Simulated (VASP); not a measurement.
VASP ran on this input.

INCAR:
```
ALGO = Normal
EDIFF = 1E-7
ENCUT = 520
GGA = RP
ISIF = 2
ISMEAR = -5
LASPH = T
LCHARG = T
LEFG = T
LMAXMIX = 6
LORBIT = 11
LREAL = F
LWAVE = F
NEDOS = 601
NELM = 100
PREC = Accurate
SYSTEM = PtAl2
```

File KPOINTS:
```
K-points
0
gamma
 10 10 10
```

POSCAR:
```
PtAl2
1
    0.0000000000     2.9874444691     2.9874444691
    2.9874444691     0.0000000000     2.9874444691
    2.9874444691     2.9874444691     0.0000000000
Al Pt
2 1
Direct
  0.2500000000   0.2500000000   0.2500000000
  0.7500000000   0.7500000000   0.7500000000
  0.0000000000   0.0000000000   0.0000000000
```

POTCAR, in this order: Al Pt (PBE.64 set). Program: vasp_std.

### Question
Translate this RPBE calculation to Ansatz.

### Answer
One equivalent input (not run):
Ansatz 0.2 input:
```yaml
crystal:
  lattice:
    - [0.0000000, 2.9874445, 2.9874445]
    - [2.9874445, 0.0000000, 2.9874445]
    - [2.9874445, 2.9874445, 0.0000000]
  atoms:
    - { symbol: Al, position: [0.2500000, 0.2500000, 0.2500000] }
    - { symbol: Al, position: [0.7500000, 0.7500000, 0.7500000] }
    - { symbol: Pt, position: [0.0000000, 0.0000000, 0.0000000] }
kpoints:
  mp_grid: { grid: [10, 10, 10] }
hamiltonian:
  xc: rpbe
  pseudopotentials: { kind: paw }
scf:
  occupations: { method: tetrahedron }
  max_iter: 100
output: { forces: true, stress: true, eigenvalues: true }
```
What does not carry over: each code has its own PAW files, so the cut-off isn't converted (ENCUT is set for VASP's; basis.ecutwfc is left out, and Ansatz then takes the one that its files recommend); Ansatz stops its SCF on the density residual and VASP on the energy change (EDIFF); the field gradients of LEFG aren't asked of the other code.

The compound is PtAl2 in the fluorite structure. It was relaxed first.
